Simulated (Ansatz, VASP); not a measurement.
# Cross-check of SiGe2 between VASP and Ansatz

One calculation is typed for both programs; each brings its own data sets. How far apart do they land? The cell is generated by rule, not measured, and may not be a known phase. The cell is taken from a series of runs on this material, whose earlier steps may have relaxed, scaled, displaced or heated it; both programs get it as it stands.

Main program and level: Ansatz 0.2.0; plane waves, with VASP 6.6.1 beside it; single point at r2SCAN.

The structure was built from a prototype and need not be the compound's stable phase.

## (1) The starting structure

The structure is cubic, space group Pn-3m (No. 224). The conventional cell has a = 5.288 Å, b = 5.288 Å, c = 5.288 Å, α = 90.00°, β = 90.00°, γ = 90.00°. Nearest to Si lie 4 Ge at 2.29 Å. Ge has 2 Si at 2.29 Å nearest. Farther neighbours are not listed.

## (2) Ansatz: single point, r2SCAN

Ansatz runs on its default PAW (the set named soft_2) files.

A single point gives forces, pressure and levels at one fixed geometry, so differences don't come from the geometry; what else differs is listed under the comparison.

The input, input.yaml:

```yaml
crystal:
  lattice:
    - [-5.2880224348, 0.0, 0.0]
    - [0.0, -5.2880224348, -5.2880224348]
    - [0.0, -5.2880224348, 5.2880224348]
  atoms:
    - { symbol: Si, position: [1.0, 1.0, 0.0] }
    - { symbol: Si, position: [1.0, 0.5, 0.5] }
    - { symbol: Si, position: [0.5, 0.0, 0.5] }
    - { symbol: Si, position: [0.5, 0.5, 0.0] }
    - { symbol: Ge, position: [0.75, 0.25, 0.5] }
    - { symbol: Ge, position: [0.75, 0.75, 0.0] }
    - { symbol: Ge, position: [0.25, 0.0, 0.25] }
    - { symbol: Ge, position: [0.25, 0.5, 0.75] }
    - { symbol: Ge, position: [0.25, 0.0, 0.75] }
    - { symbol: Ge, position: [0.25, 0.5, 0.25] }
    - { symbol: Ge, position: [0.75, 0.75, 0.5] }
    - { symbol: Ge, position: [0.75, 0.25, 0.0] }
kpoints:
  mp_grid: { grid: [8, 6, 6] }
hamiltonian:
  xc: r2scan
scf:
  occupations: { method: methfessel_paxton, width: 0.2 }
output:
  forces: true
  stress: true
  eigenvalues: true
```

Launch:

```
$ ansatz run input.yaml --threads 8 --pin off --max-ram 14336MiB --backend cpu --events-out ev --progress --plain --runs-dir out
```

Numbers of over 12 decimals in the logs are rounded to 6 here.

Log:

```text
Engine: ansatz 0.2.0, aarch64-unknown-linux-gnu
Pseudopotentials: kind: paw
Pseudopotential: Si, paw, valence charge 4, recommended cutoff 500 eV (meta_gga), Si.paw.azcp
Pseudopotential: Ge, paw, valence charge 14, recommended cutoff 500 eV (meta_gga), Ge.paw.azcp
Functional definition: r2SCAN
  parameter k0 = 0.174
  parameter k1 = 0.065
  parameter a1 = 4.9479
  exchange = r2scan_x(k0 = k0, k1 = k1, a1 = a1)
  correlation = r2scan_c
Crystal: 12 atoms, lattice volume = 295.740 Å³
Basis set: ecut = 500 eV, 7467 PW (Γ), exchange–correlation on 160×240×240 points (64 copies of the dense FFT grid, shifted against one another)
Bands: 77, of which v1, the nominal top of the filled ones, is band 64 counted from 1 (63 counted from 0)
Symmetry: 32 space group operations
Space group: Pn-3m (ITA 224), of the structure as read, at distance tolerance 6.7e-5 Å
k-points: 50 of 288
Non-local potential: Si, projectors of the file, l = 0: 2, l = 1: 2, l = 2: 2
Non-local potential: Ge, projectors of the file, l = 0: 2, l = 1: 2, l = 2: 3, l = 3: 1
PAW form: soft (Blöchl's): semilocal exchange-correlation on the pseudo side does not see the compensation charge
PAW frozen core: Si, regenerated for the run's functional (the file was generated under x = pbe(κ = 0.804, μ = 0.219515), c = pbe(β = 0.066725))
PAW frozen core: Ge, regenerated for the run's functional (the file was generated under x = pbe(κ = 0.804, μ = 0.219515), c = pbe(β = 0.066725))
PAW one-centre angular grid: Si, 302 points (default); XC on 160 Gauss nodes
PAW one-centre angular grid: Ge, 590 points (default); XC on 160 Gauss nodes
Initial density: superposition of atomic densities (neutral atoms: chi_scale 0, normalization atom), corrected by the library's trained network
Initial wavefunctions: pseudopotential atomic-orbital guess
Functional: x = r2scan, c = r2scan; τ floored in thin density (d = 2e-4 eV/Å³)
SCF iter   1: F=—  HF=-36966.891473 eV  |F-HF|=—  |Δ(HF+E_count)|=         —  Δρ=7.74e-3  dr2=1.54e-1  dr2_τ=3.04e-2  ethr=1.77e-3  ⟨swp⟩=6.7  Hψ=14722  notcnv=0
preconditioner: auto → Kerker (q_TF=auto, 2.373 Å⁻¹)  [metal: Δε(μ)=0.041 eV  Ē_g=7.410 eV  σ=0.200 eV  W_gap=0.17  n_scr=62 (ndim 8)  ℏωp=15.0 eV  f_vac=0.000  D(μ)=7.58/eV (n_scr^D=46)]
SCF iter   2: F=—  HF=-36966.953079 eV  |F-HF|=—  |Δ(HF+E_count)|=   6.16e-2  S|Δr|=    0.00e0  Δρ=3.95e-3  dr2=5.13e-2  dr2_τ=1.92e-4  ethr=1.21e-4  ⟨swp⟩=2.0  Hψ=7663  notcnv=0
SCF iter   3: F=—  HF=-36966.946726 eV  |F-HF|=—  |Δ(HF+E_count)|=   6.35e-3  S|Δr|=    0.00e0  Δρ=2.12e-3  dr2=1.43e-2  dr2_τ=1.08e-4  ethr=4.01e-5  ⟨swp⟩=2.2  Hψ=4860  notcnv=0
SCF iter   4: F=—  HF=-36966.944777 eV  |F-HF|=—  |Δ(HF+E_count)|=   1.95e-3  S|Δr|=    0.00e0  Δρ=3.04e-4  dr2=3.22e-4  dr2_τ=2.76e-6  ethr=1.12e-5  ⟨swp⟩=2.0  Hψ=4908  notcnv=0
SCF iter   5: F=—  HF=-36966.945021 eV  |F-HF|=—  |Δ(HF+E_count)|=   2.44e-4  S|Δr|=    0.00e0  Δρ=1.11e-4  dr2=5.97e-5  dr2_τ=3.08e-7  ethr=2.51e-7  ⟨swp⟩=3.0  Hψ=7229  notcnv=0
SCF iter   6: F=—  HF=-36966.945020 eV  |F-HF|=—  |Δ(HF+E_count)|=   9.06e-7  S|Δr|=    0.00e0  Δρ=3.44e-5  dr2=5.58e-6  dr2_τ=4.01e-8  ethr=4.66e-8  ⟨swp⟩=2.6  Hψ=7180  notcnv=0  defer=2
SCF iter   7: F=—  HF=-36966.945026 eV  |F-HF|=—  |Δ(HF+E_count)|=   6.20e-6  S|Δr|=    0.00e0  Δρ=7.11e-6  dr2=1.41e-7  dr2_τ=7.65e-10  ethr=4.36e-9  ⟨swp⟩=2.0  Hψ=6838  notcnv=0  defer=2
SCF iter   8: F=-36966.945026 eV  HF=-36966.945026 eV  |F-HF|=7.15e-9  |Δ(HF+E_count)|=   1.66e-7  S|Δr|=    0.00e0  Δρ=1.66e-6  dr2=1.28e-8  dr2_τ=4.88e-11  ethr=7.81e-11  ⟨swp⟩=10.4  Hψ=16572  notcnv=0
SCF 1 converged in 8 iterations: F = -36966.945026 eV  dr2 = 1.28e-8
  greatest PAW one-centre occupation: 0.998 electrons in one spin orbital (limit 2), on the Ge atom at site 7 (counted from 0), in its partial waves of l = 2
SCF converged after 8 iterations
Stability not checked: this state was not tested for a lower state beside it, because cold or Methfessel-Paxton smearing, or corrected tetrahedra, fill the levels in a way that the test cannot read (fill_not_monotonic; see scf.lower_state_search)
Free energy (F): -36966.945026 eV
Harris-Foulkes:  -36966.945026 eV  (|F-HF|=7.15e-9)
Internal energy: -36966.936896 eV  (E = F + TS)
E sigma→0 (E₀):  -36966.942994 eV
Entropy (-TS):   -0.008131 eV (-0.678 meV/atom)
Fermi energy:    6.471520 eV
Step filling:    the computed levels leave a gap of 0.0000 eV = 0.0 smearing widths at the electron count; against every level under it full and every level over it empty, smearing changes F+E_penalty+E_count by -1.899 meV and its σ→0 estimate by +0.134 meV
--- Per-component energies (eV) ---
  E_band       = -1493.218654
  E_kinetic    = 1036.197027
  E_local      = -20821.993359  (includes V_loc(G=0)·N_el)
  E_nonlocal   = 3442.275322
  E_hartree    = 9061.052691
  E_xc         = -749.521314
  E_vxc        = -731.115347  (∫ρ·V_xc dr)
  E_paw        = -18331.529471  (= ΣΔE_a)
  E_vpaw       = -2580.358126  (= ΣTr[D̂ρ^β])
  E_aug_tail   = 0.000185  (compensation charges beyond the density's cutoff)
  E_vtau       = 39.678641  (kinetic-family band-sum trace: ∫τ·v_τ [+ j·A + Jᵃ·Aᵃ] dr)
  E_ewald      = -10594.426119
  E_core_change = -8.991858  (= ΣΔE_core)
  E_smearing   = -0.008131  (= −TS)
  E_closure    = -0.000000  (closes the sum)
  Σ components = -36966.945026   (vs F -36966.945026, Δ=0.00e0)
--- Forces (eV/Å), atoms counted from 1 ---
  atom   1  Si    -0.00000000    -0.00000000    -0.00000000
  atom   2  Si    -0.00000000    -0.00000000    -0.00000000
  atom   3  Si     0.00000000     0.00000000     0.00000000
  atom   4  Si     0.00000000     0.00000000     0.00000000
  atom   5  Ge     0.00000000    -0.00000000     0.00000000
  atom   6  Ge     0.00000000    -0.00000000     0.00000000
  atom   7  Ge    -0.00000000     0.00000000    -0.00000000
  atom   8  Ge    -0.00000000     0.00000000     0.00000000
  atom   9  Ge    -0.00000000    -0.00000000     0.00000000
  atom  10  Ge    -0.00000000    -0.00000000     0.00000000
  atom  11  Ge     0.00000000     0.00000000     0.00000000
  atom  12  Ge     0.00000000     0.00000000     0.00000000
  max |Σ_I F_I| component: 1.39e-17 eV/Å
--- Stress (GPa, compression-positive) ---
       -0.014820      -0.000000       0.000000
       -0.000000       0.002436      -0.000000
        0.000000       0.000000       0.002436
  P = ⅓ Tr σ = -0.0033 GPa (-0.033 kbar)
--- Band table (eV; the first three rows and the last of 50) ---
  k-point 0: bands = [... 60 lower, 4.4749, 4.4749, 4.8418, 7.4536, 7.4536, 7.4544, 7.6441, 7.6441, ... 9 higher]
  k-point 1: bands = [... 60 lower, 4.6822, 4.7127, 5.2534, 6.8770, 7.0092, 7.0466, 7.4123, 7.5527, ... 9 higher]
  k-point 2: bands = [... 60 lower, 4.9741, 5.2827, 5.6704, 6.4164, 6.5336, 6.6677, 7.2586, 7.2656, ... 9 higher]
  k-point 49: bands = [... 60 lower, 4.4753, 4.4753, 4.4753, 4.4753, 7.6452, 7.6452, 7.6452, 7.6452, ... 9 higher]
```

In the SCF lines HF is the Harris–Foulkes energy and dr2 the Hartree energy of the density residual, in eV; the loop may stop once dr2 is under the threshold and the program's other checks hold. Hψ counts applications of the Hamiltonian.

The run ends at a pressure of 0.00 GPa.

## (3) VASP: single point, r2SCAN

The same cell, functional, mesh and smearing now go to VASP, with its own data sets.

Lines of VASP's logs that name or quote its potential files are left out, and so is its time.

The input, INCAR:

```
SYSTEM = SiGe2
PREC = Accurate
ENCUT = 550
EDIFF = 1E-06
NELM = 120
ISMEAR = 1
SIGMA = 0.2
LREAL = .FALSE.
ALGO = Normal
METAGGA = R2SCAN
LASPH = .TRUE.
NBANDS = 79
LORBIT = 11
LWAVE = .FALSE.
LCHARG = .FALSE.
ISIF = 2
GGA_COMPAT = .FALSE.
LMIXTAU = .TRUE.
KPAR = 2
```

The input, POSCAR:

```
SiGe2
1.0
   -5.2880224348      0.0000000000      0.0000000000
    0.0000000000     -5.2880224348     -5.2880224348
    0.0000000000     -5.2880224348      5.2880224348
Si Ge
4 8
Direct
    0.0000000000      0.0000000000      0.0000000000
    0.0000000000      0.5000000000      0.5000000000
    0.5000000000      0.0000000000      0.5000000000
    0.5000000000      0.5000000000      0.0000000000
    0.7500000000      0.2500000000      0.5000000000
    0.7500000000      0.7500000000      0.0000000000
    0.2500000000      0.0000000000      0.2500000000
    0.2500000000      0.5000000000      0.7500000000
    0.2500000000      0.0000000000      0.7500000000
    0.2500000000      0.5000000000      0.2500000000
    0.7500000000      0.7500000000      0.5000000000
    0.7500000000      0.2500000000      0.0000000000
```

The input, KPOINTS:

```
Automatic mesh
0
Gamma
8 6 6
0 0 0
```

Potentials, in the order of the species: Si and Ge_d (PBE family, release 64).

Launch:

```
$ mpirun -np 2 vasp_std
```

Log:

```text
[banner, memory and clock lines left out]
running    2 mpi-ranks, on    1 nodes
 distrk:  each k-point on    1 cores,    2 groups
 distr:  one band on    1 cores,    1 groups

 POSCAR found type information on POSCAR SiGe
 POSCAR found :  2 types and      12 ions
|                                                                             |
|               ----> ADVICE to this user running VASP <----                  |
|                                                                             |
|     You enforced a specific xc type in the INCAR file but a different       |
|     [... a line on the potential file left out ...]
|     I HOPE YOU KNOW WHAT YOU ARE DOING!                                     |
|                                                                             |

 LDA part: xc-table for (None), standard interpolation
 POSCAR, INCAR and KPOINTS ok, starting setup
 FFT: planning ... GRIDC
 FFT: planning ... GRID_SOFT
 FFT: planning ... GRID
 WAVECAR not read
 entering main loop
       N       E                     dE             d eps       ncg     rms          rms(c)
DAV:   1     0.164439710530E+04    0.16444E+04   -0.59307E+04 10070   0.395E+03
DAV:   2     0.207070655972E+03   -0.14373E+04   -0.13773E+04  7900   0.118E+03
DAV:   3    -0.112804565751E+03   -0.31988E+03   -0.30510E+03  8358   0.266E+02
DAV:   4    -0.146252924886E+03   -0.33448E+02   -0.32117E+02  9328   0.929E+01
DAV:   5    -0.147659389048E+03   -0.14065E+01   -0.13843E+01  8817   0.198E+01    0.106E+01
DAV:   6    -0.140855361520E+03    0.68040E+01   -0.21581E+00  8872   0.120E+01    0.632E+00
DAV:   7    -0.127795805258E+03    0.13060E+02   -0.26250E+00  8544   0.740E+00    0.176E+00
DAV:   8    -0.132059420016E+03   -0.42636E+01   -0.18792E+00  8431   0.569E+00    0.731E-01
DAV:   9    -0.133330780897E+03   -0.12714E+01   -0.36587E-01  9868   0.225E+00    0.605E-01
DAV:  10    -0.133807399664E+03   -0.47662E+00   -0.20859E-01  8113   0.260E+00    0.293E-01
DAV:  11    -0.132604482429E+03    0.12029E+01   -0.11533E+00  7970   0.348E+00    0.241E-01
DAV:  12    -0.133280861664E+03   -0.67638E+00   -0.30526E-01  7977   0.181E+00    0.162E-01
DAV:  13    -0.133408888737E+03   -0.12803E+00   -0.45067E-02  8650   0.638E-01    0.148E-01
DAV:  14    -0.133485064014E+03   -0.76175E-01   -0.89033E-02  8082   0.981E-01    0.934E-02
[...]
DAV:  23    -0.133491230015E+03   -0.10484E-04   -0.62320E-06  6621   0.125E-02    0.151E-02
DAV:  24    -0.133491262660E+03   -0.32645E-04   -0.74916E-05  8187   0.374E-02    0.854E-03
DAV:  25    -0.133491266914E+03   -0.42532E-05   -0.61606E-06  6320   0.108E-02    0.586E-03
DAV:  26    -0.133491262373E+03    0.45401E-05   -0.38832E-06  6590   0.815E-03    0.410E-03
DAV:  27    -0.133491267446E+03   -0.50727E-05   -0.33765E-06  6313   0.812E-03    0.173E-03
DAV:  28    -0.133491266349E+03    0.10970E-05   -0.52659E-07  4447   0.392E-03    0.129E-03
DAV:  29    -0.133491268218E+03   -0.18690E-05   -0.98540E-07  5264   0.401E-03    0.108E-03
DAV:  30    -0.133491267764E+03    0.45387E-06   -0.17447E-07  4370   0.226E-03
   1 F= -.13349127E+03 E0= -.13348859E+03  d E =-.803347E-02
```

From OUTCAR (step 3):

```text
ion  position               nearest neighbor table
   1  0.000  0.000  0.000-   6 2.29   7 2.29   9 2.29  12 2.29
   2  0.000  0.500  0.500-   5 2.29   8 2.29  10 2.29  11 2.29
   3  0.500  0.000  0.500-   5 2.29   7 2.29   9 2.29  11 2.29
   4  0.500  0.500  0.000-   6 2.29   8 2.29  10 2.29  12 2.29
   5  0.750  0.250  0.500-   2 2.29   3 2.29
   6  0.750  0.750  0.000-   1 2.29   4 2.29
   7  0.250  0.000  0.250-   1 2.29   3 2.29
   8  0.250  0.500  0.750-   2 2.29   4 2.29
   9  0.250  0.000  0.750-   1 2.29   3 2.29
  10  0.250  0.500  0.250-   2 2.29   4 2.29
  11  0.750  0.750  0.500-   2 2.29   3 2.29
  12  0.750  0.250  0.000-   1 2.29   4 2.29

  LATTYP: Found a simple tetragonal cell.
 ALAT       =     7.4783930454
 C/A-ratio  =     0.7071067812

 Subroutine GETGRP returns: Found 16 space group operations
 (whereof  8 operations were pure point group operations)

The static configuration has the point symmetry D_2d.
 The point group associated with its full space group is D_4h.

 Found     50 irreducible k-points:

   k-points           NKPTS =     50   k-points in BZ     NKDIM =     50   number of bands    NBANDS=     79

   dimension x,y,z NGX =    40 NGY =   60 NGZ =   60
   dimension x,y,z NGXF=    80 NGYF=  120 NGZF=  120

   ENCUT  =  550.0 eV  40.42 Ry    6.36 a.u.  10.11 14.30 14.30*2*pi/ulx,y,z

   NELECT =     128.0000    total number of electrons

 k-points in reciprocal lattice and weights: Automatic mesh
   0.00000000  0.00000000  0.00000000       0.003
   0.12500000  0.00000000  0.00000000       0.007
   0.25000000  0.00000000  0.00000000       0.007
   0.37500000  0.00000000  0.00000000       0.007
   0.50000000  0.00000000  0.00000000       0.003
   0.00000000  0.16666667  0.00000000       0.014
   0.12500000  0.16666667  0.00000000       0.028
   0.25000000  0.16666667  0.00000000       0.028
   0.37500000  0.16666667  0.00000000       0.028
[...]
0.37500000  0.50000000  0.50000000       0.007
   0.50000000  0.50000000  0.50000000       0.003

 average (electrostatic) potential at core
       1 -89.1536       2 -89.1536       3 -89.1536       4 -89.1536       5 -80.4364
       6 -80.4364       7 -80.4364       8 -80.4364       9 -80.4364      10 -80.4364
      11 -80.4364      12 -80.4364

 E-fermi :   4.1580

 k-point     1 :       0.0000    0.0000    0.0000
  band No.  band energies     occupation
    ...
     59       2.0421      2.00000
     60       2.0421      2.00000
     61       2.1623      2.00000
     62       2.1623      2.00000
     63       2.5249      2.00000
     64       5.1376     -0.00000
     65       5.1376     -0.00000
     66       5.1383     -0.00000
     67       5.3310     -0.00000
     68       5.3310     -0.00000
    ...

 k-point     2 :       0.1250    0.0000    0.0000
  band No.  band energies     occupation
    ...
     59       1.6380      2.00000
     60       2.3612      2.00000
     61       2.3612      2.00000
     62       2.9990      2.00000
     63       3.0934      2.00000
     64       4.7141     -0.00060
     65       4.7141     -0.00060
     66       4.7774     -0.00011
     67       5.4693     -0.00000
     68       5.4693     -0.00000
    ...

 k-point     3 :       0.2500    0.0000    0.0000
  band No.  band energies     occupation
    ...
     60       2.9091      2.00000
     61       2.9091      2.00000
     62       3.8996      2.06964
     63       4.0283      1.88118
     64       4.2080      0.59161
     65       4.3582     -0.05044
     66       4.3582     -0.05044
     67       5.5316     -0.00000
     68       5.6010     -0.00000
     69       5.6010     -0.00000
    ...

  Total       -0.0244975      0.0275523      0.0275523     -0.0000000      0.0000000      0.0000000
  in kB       -0.1327156      0.1492655      0.1492655     -0.0000000      0.0000000      0.0000000
  external PRESSURE =       0.0552718 kB  Pullay stress =       0.0000000 kB

  energy-cutoff  :      550.00
  volume of cell :      295.74
      direct lattice vectors                 reciprocal lattice vectors
    -5.288022435  0.000000000  0.000000000    -0.189106611  0.000000000  0.000000000
     0.000000000 -5.288022435 -5.288022435     0.000000000 -0.094553305 -0.094553305
     0.000000000 -5.288022435  5.288022435     0.000000000 -0.094553305  0.094553305

 POSITION                                       TOTAL-FORCE (eV/Angst)
 -----------------------------------------------------------------------------------
      0.00000      0.00000      0.00000         0.000000     -0.000000      0.000000
      0.00000     -5.28802      0.00000         0.000000     -0.000000      0.000000
     -2.64401     -2.64401      2.64401         0.000000     -0.000000      0.000000
     -2.64401     -2.64401     -2.64401         0.000000     -0.000000      0.000000
     -3.96602     -3.96602      1.32201        -0.000000     -0.000000      0.000000
     -3.96602     -3.96602     -3.96602        -0.000000      0.000000      0.000000
     -1.32201     -1.32201      1.32201         0.000000      0.000000      0.000000
     -1.32201     -6.61003      1.32201         0.000000     -0.000000     -0.000000
     -1.32201     -3.96602      3.96602         0.000000      0.000000     -0.000000
     -1.32201     -3.96602     -1.32201         0.000000      0.000000     -0.000000
     -3.96602     -6.61003     -1.32201        -0.000000      0.000000      0.000000
     -3.96602     -1.32201     -1.32201        -0.000000      0.000000      0.000000
 -----------------------------------------------------------------------------------
    total drift:                               -0.000000     -0.000000     -0.000000

  FREE ENERGIE OF THE ION-ELECTRON SYSTEM (eV)
  ---------------------------------------------------
  free  energy   TOTEN  =      -133.4912677641 eV

  energy  without entropy=     -133.4832342980  energy(sigma->0) =     -133.48858994

 total charge
# of ion       s       p       d       tot
------------------------------------------
    1        0.783   0.875   0.000   1.658
    2        0.783   0.875   0.000   1.658
    3        0.783   0.875   0.000   1.658
    4        0.783   0.875   0.000   1.658
    5        1.183   1.119   9.995  12.297
    6        1.183   1.119   9.995  12.297
    7        1.183   1.119   9.995  12.297
    8        1.183   1.119   9.995  12.297
    9        1.183   1.119   9.995  12.297
   10        1.183   1.119   9.995  12.297
   11        1.183   1.119   9.995  12.297
   12        1.183   1.119   9.995  12.297
--------------------------------------------------
tot         12.595  12.455  79.960 105.010

[... 3 further parts left out ...]
```

The run ends at a pressure of 0.01 GPa.

## (4) Side by side

Known differences besides the potentials themselves: VASP keeps PBE cores, Ansatz makes them for the functional; the cutoff is 500 eV in Ansatz and 550 eV in VASP. Total energies have different zeros and are not compared.

Compared:

```csv
quantity,Ansatz,VASP,difference
pressure (GPa),0.00,0.01,-0.01
```

## (5) Results

```yaml
difference_in_pressure_single_point_r2scan: -0.0089 GPa
```

The difference in pressure is -0.0089 GPa (single point, r2SCAN), within the 1 GPa picked in this series as the mark of a large difference. How closely two codes agree says nothing of how well the functional describes the real material.

[Lines on the potential files, build, host, timing and source positions are cut from VASP's logs without a mark.]

[Logs are printed without paths, hosts, clocks, repeated set-up lines and the standing remarks that a program may print on its own settings, such as how far it seeks lower states.]

[Hosts, paths, dates, database ids (printed as entryN), source tags and the programs' standing remarks are cut or masked in the printed files.]
